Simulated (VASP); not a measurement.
Level of theory: vdW-DF2, VASP's PBE PAW potentials (set 64) (plane waves; VASP).

Input for VASP

### POSCAR
```
Gd
1
    1.8150000000    -3.1436720000     0.0000000000
    1.8150000000     3.1436720000     0.0000000000
    0.0000000000     0.0000000000     5.7800000000
Gd
2
Direct
  0.3333330000   0.6666670000   0.2500000000
  0.6666670000   0.3333330000   0.7500000000
```

KPOINTS:
```
Automatic mesh
0
Gamma
10 10 6
0 0 0
```

INCAR:
```
AGGAC  =  0.0
ALGO  =  Normal
EDIFF  =  1E-6
EDIFFG  =  -0.01
ENCUT  =  520
GGA  =  ML
IBRION  =  2
ISIF  =  3
ISMEAR  =  1
LASPH  =  T
LCHARG  =  F
LMAXMIX  =  6
LREAL  =  F
LUSE_VDW  =  T
LWAVE  =  F
NELM  =  100
NSW  =  60
PREC  =  Accurate
SIGMA  =  0.1
SYSTEM  =  Gd
ZAB_VDW  =  -1.8867
```

POTCAR, in this order: Gd_3 (PBE.64 set). Program: vasp_std.

The resulting files:

**OSZICAR**
```
       N       E                     dE             d eps       ncg     rms          rms(c)
DAV:   1     0.448264130032E+02    0.44826E+02   -0.88528E+03  1456   0.122E+03
DAV:   2    -0.983916251573E+00   -0.45810E+02   -0.44814E+02  1576   0.233E+02
DAV:   3    -0.282385629042E+01   -0.18399E+01   -0.17180E+01  1955   0.275E+01
DAV:   4    -0.286167791122E+01   -0.37822E-01   -0.37494E-01  1853   0.399E+00
DAV:   5    -0.286276871500E+01   -0.10908E-02   -0.10910E-02  2181   0.490E-01    0.214E+01
DAV:   6    -0.288490424984E+01   -0.22136E-01   -0.22391E-02  1666   0.124E+00    0.129E+01
DAV:   7    -0.290538340221E+01   -0.20479E-01   -0.44790E-02  1556   0.178E+00    0.235E-01
DAV:   8    -0.290565228053E+01   -0.26888E-03   -0.27546E-03  2084   0.359E-01    0.991E-02
DAV:   9    -0.290577147680E+01   -0.11920E-03   -0.28979E-04  1807   0.126E-01    0.435E-02
DAV:  10    -0.290576324559E+01    0.82312E-05   -0.41767E-05  1704   0.478E-02    0.476E-02
DAV:  11    -0.290577124667E+01   -0.80011E-05   -0.13175E-05  1656   0.282E-02    0.208E-03
DAV:  12    -0.290577170820E+01   -0.46153E-06   -0.30281E-07   958   0.397E-03
   1 F= -.29057717E+01 E0= -.29060654E+01  d E =-.290577E+01
       N       E                     dE             d eps       ncg     rms          rms(c)
DAV:   1    -0.313025004335E+01   -0.22448E+00   -0.43102E+00  1456   0.161E+01    0.233E+00
DAV:   2    -0.298129634726E+01    0.14895E+00   -0.28899E-01  1496   0.426E+00    0.108E+00
DAV:   3    -0.292322481034E+01    0.58072E-01   -0.15359E-01  1546   0.283E+00    0.401E-01
DAV:   4    -0.292285484959E+01    0.36996E-03   -0.83965E-03  1746   0.723E-01    0.293E-01
DAV:   5    -0.292283104959E+01    0.23800E-04   -0.11842E-03  2075   0.186E-01    0.498E-02
DAV:   6    -0.292282766606E+01    0.33835E-05   -0.85805E-05  1847   0.580E-02    0.218E-02
DAV:   7    -0.292283081132E+01   -0.31453E-05   -0.69888E-06  1825   0.238E-02    0.627E-03
DAV:   8    -0.292283012514E+01    0.68618E-06   -0.28785E-07   803   0.463E-03
   2 F= -.29228301E+01 E0= -.29234425E+01  d E =-.170584E-01
       N       E                     dE             d eps       ncg     rms          rms(c)
DAV:   1    -0.293032055228E+01   -0.74897E-02   -0.13752E-01  1456   0.285E+00    0.411E-01
DAV:   2    -0.292548725330E+01    0.48333E-02   -0.91753E-03  1481   0.761E-01    0.193E-01
DAV:   3    -0.292363185939E+01    0.18554E-02   -0.54104E-03  1531   0.538E-01    0.772E-02
DAV:   4    -0.292364384641E+01   -0.11987E-04   -0.23516E-04  1746   0.122E-01    0.578E-02
DAV:   5    -0.292365891961E+01   -0.15073E-04   -0.37973E-05  1977   0.336E-02    0.783E-03
DAV:   6    -0.292365956224E+01   -0.64262E-06   -0.24515E-06  1326   0.991E-03
   3 F= -.29236596E+01 E0= -.29242733E+01  d E =-.178879E-01
       N       E                     dE             d eps       ncg     rms          rms(c)
DAV:   1    -0.292564383634E+01   -0.19849E-02   -0.71180E-02  1456   0.192E+00    0.175E-01
DAV:   2    -0.292468373311E+01    0.96010E-03   -0.11952E-03  1706   0.281E-01    0.991E-02
DAV:   3    -0.292427660974E+01    0.40712E-03   -0.56390E-04  1902   0.171E-01    0.498E-02
DAV:   4    -0.292427728828E+01   -0.67854E-06   -0.79255E-05  1929   0.611E-02    0.254E-02
DAV:   5    -0.292427670681E+01    0.58147E-06   -0.26548E-06  1544   0.129E-02
   4 F= -.29242767E+01 E0= -.29249535E+01  d E =-.617145E-03
       N       E                     dE             d eps       ncg     rms          rms(c)
DAV:   1    -0.292844096863E+01   -0.41637E-02   -0.21655E-01  1456   0.335E+00    0.300E-01
DAV:   2    -0.292559545809E+01    0.28455E-02   -0.35831E-03  1721   0.488E-01    0.175E-01
DAV:   3    -0.292438955118E+01    0.12059E-02   -0.16584E-03  1910   0.295E-01    0.908E-02
DAV:   4    -0.292439136702E+01   -0.18158E-05   -0.23742E-04  1968   0.106E-01    0.454E-02
DAV:   5    -0.292439069534E+01    0.67168E-06   -0.79653E-06  1916   0.227E-02
   5 F= -.29243907E+01 E0= -.29249955E+01  d E =-.731133E-03
       N       E                     dE             d eps       ncg     rms          rms(c)
DAV:   1    -0.292501526577E+01   -0.62390E-03   -0.28074E-02  1456   0.121E+00    0.108E-01
DAV:   2    -0.292463824182E+01    0.37702E-03   -0.47114E-04  1716   0.175E-01    0.639E-02
DAV:   3    -0.292448356470E+01    0.15468E-03   -0.21551E-04  1912   0.105E-01    0.325E-02
DAV:   4    -0.292448464828E+01   -0.10836E-05   -0.29613E-05  1914   0.374E-02    0.163E-02
DAV:   5    -0.292448526373E+01   -0.61544E-06   -0.88241E-07   939   0.807E-03
   6 F= -.29244853E+01 E0= -.29251364E+01  d E =-.825701E-03
```

File OUTCAR:
```
------------------------ aborting loop because EDIFF is reached ----------------------------------------
  FORCE on cell =-STRESS in cart. coord.  units (eV):
  Direction    XX          YY          ZZ          XY          YZ          ZX
  --------------------------------------------------------------------------------------
  Total       -0.0050399     -0.0050399      0.0066368      0.0000000     -0.0000000      0.0000000
  in kB       -0.1169974     -0.1169973      0.1540684      0.0000000     -0.0000000      0.0000000
  external PRESSURE =      -0.0266421 kB  Pullay stress =       0.0000000 kB
  volume of cell :       69.02
      direct lattice vectors                 reciprocal lattice vectors
     1.852581031 -3.208764242 -0.000000000     0.269893727 -0.155823227 -0.000000000
     1.852581031  3.208764242  0.000000000     0.269893727  0.155823227  0.000000000
    -0.000000000 -0.000000000  5.805083826     0.000000000 -0.000000000  0.172262801
 POSITION                                       TOTAL-FORCE (eV/Angst)
 -----------------------------------------------------------------------------------
      1.85258      1.06959      1.45127        -0.000000     -0.000000      0.000000
      1.85258     -1.06959      4.35381         0.000000      0.000000      0.000000
 -----------------------------------------------------------------------------------
    total drift:                                0.000000      0.000121     -0.000011
  FREE ENERGIE OF THE ION-ELECTRON SYSTEM (eV)
  ---------------------------------------------------
  free  energy   TOTEN  =        -2.9244852637 eV

  energy  without entropy=       -2.9264386742  energy(sigma->0) =       -2.92513640

 reached required accuracy - stopping structural energy minimisation
```
(Selected blocks of OUTCAR.)

CONTCAR:
```
Gd
   1.00000000000000
     1.8525810313775040   -3.2087642422766707   -0.0000000000000000
     1.8525810313775040    3.2087642422766707    0.0000000000000000
    -0.0000000000000000   -0.0000000000000000    5.8050838258073147
  Gd
     2
Direct
     0.3333330000000032    0.6666669999999968    0.2500000000000000
     0.6666669999999968    0.3333330000000032    0.7500000000000000
```

The 4f electrons are frozen in the core of the lanthanide potential, so 4f levels, which can set the real gap, and their magnetism are missing. Energy and stress use the plane-wave basis of the starting cell.

The compound is Gd in the hcp structure. This run relaxes it. Symmetry was kept, so distortions that lower it aren't found.
